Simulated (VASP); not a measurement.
Given:

```xyz
2
Lattice="0.0000 2.8374 2.8374 2.8374 0.0000 2.8374 2.8374 2.8374 0.0000" Properties=species:S:1:pos:R:3 pbc="T T T"
Ga     0.0000     0.0000     0.0000
As     1.4187     1.4187     1.4187
```

The numbers are results of PBE GGA with D3 dispersion (Becke-Johnson damping), VASP's PBE PAW potentials (set 64) (plane waves; VASP 6.6.1), not measurements. Numerical set-up: 530 eV cut-off, 7×7×7 Γ-centred mesh, Gaussian smearing of 0.050 eV, potentials Ga_d As.

Problem. Give the elastic stiffness tensor with the ions relaxed (GPa, in the frame of the cell).

Solution. 
```tsv
	xx	yy	zz	yz	xz	xy
xx	108	48.8	48.8	0.0	0.0	0.0
yy	48.8	108	48.8	0.0	0.0	0.0
zz	48.8	48.8	108	0.0	0.0	0.0
yz	0.0	0.0	0.0	54.4	0.0	0.0
xz	0.0	0.0	0.0	0.0	54.4	0.0
xy	0.0	0.0	0.0	0.0	0.0	54.4
```

Problem. Estimate the Hill bulk modulus, Hill shear modulus, Young's modulus, Poisson's ratio.

Solution. 
```yaml
hill_bulk_modulus: 68.5 GPa
hill_shear_modulus: 42.5 GPa
Young's modulus: 106 GPa
Poisson's ratio: 0.243
```

The structure comes from a measured GaAs entry (F-43m) of the Crystallography Open Database, whose conditions weren't checked. It was relaxed first.
